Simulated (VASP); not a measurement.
## Co (hcp): computed properties

All values below come from r2SCAN meta-GGA, VASP's PBE PAW potentials (set 64) (plane waves; VASP).

| Item | Result |
|---|---|
| space group | P6_3/mmc (194) |
| cell | a = b = 2.463 Å, c = 4.016 Å, α = β = 90.00°, γ = 120.00° |
| volume per atom | 10.55 Å³/atom |
| band gap (over mesh and band path) | none (metal, semimetal or under 0.01 eV) |
| cell moment | 3.45 μB |
| density | 9.28 g/cm³ |

```
Co
1.0
    1.23155    -2.13311     0.00000
    1.23155     2.13311     0.00000
    0.00000     0.00000     4.01574
Co
2
Direct
  0.33333   0.66667   0.25000
  0.66667   0.33333   0.75000
```
Starting moments (μB, in the order of the record's atoms Co Co): 1.7 1.7.

Measured: a 2.507 Å at 293 K (computed value off by -1.8 %), c 4.070 Å at 293 K (computed value off by -1.3 %), as given by Wikipedia, Cobalt (infobox). The calculation is for a static lattice, while the measured a, c hold thermal and zero-point effects, which are part of the difference.

The compound is Co in the hcp structure. It was relaxed first. Symmetry was kept, so distortions that lower it aren't found.
